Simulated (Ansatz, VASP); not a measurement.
## H2CSO in VASP and in Ansatz

```
H O C S
1.0
     8.78503    0.00000    0.00000
     0.00000    8.78503    0.00000
     0.00000    0.00000    8.78503
H O C S
12 6 6 6
Cartesian
  4.1175 8.0251 6.5363
  3.8951 7.5208 7.0585
  7.6976 0.3859 1.4889
  7.7479 0.0793 0.8054
  3.6705 5.4750 -0.0495
  3.0613 5.4835 -0.4895
  8.2793 -0.2698 3.9847
  8.9400 0.0495 4.1465
  6.2103 7.1499 3.9451
  6.1801 7.3740 3.2275
  2.2810 7.6143 1.3484
  1.8087 7.9663 1.8145
  9.5106 5.8571 6.9429
  4.7603 0.8332 2.2554
  6.0533 3.8145 0.8826
  1.2161 0.3685 7.6831
  6.4425 3.3124 4.1493
  2.2755 6.8514 4.4660
  8.4081 6.2307 7.0157
  4.0274 1.0741 3.1342
  7.1944 3.9433 1.0927
  2.0638 1.1455 7.8880
  7.0059 2.9589 5.1103
  2.8384 6.0119 3.8799
  6.9192 6.7160 7.1122
  3.0434 1.4045 4.3120
  8.7307 4.1168 1.3656
  3.1942 2.1929 8.1564
  7.7667 2.4858 6.3932
  3.6119 4.9005 3.0937
```

Alike in both runs: functional PBE; k mesh 1 × 1 × 1; occupations fermi-dirac, width 0.05 eV; no spin polarisation.

Ansatz relaxed the structure, and its values are those at the end. VASP's run is a single point on that final structure, the one shown.

|  | VASP | Ansatz |
| --- | --- | --- |
| version | VASP 6.6.1 | Ansatz 0.2.0 |
| potentials or method | VASP PAW PBE potentials, release 64 (H, O, C, S) | scalar-relativistic, plane waves, PAW |
| plane-wave cutoff (eV) | 520 | 420 |
| valence electrons in the cell | 108 | 108 |

```tsv
	VASP	Ansatz	Ansatz less VASP
rms of the force components (eV/Å)	0.340	0.066	-0.2739
```

One of these differences is far larger than is usual between the two programs; its cause wasn't traced.

Caveats: the standard files for N, O and F lose accuracy on very short bonds.
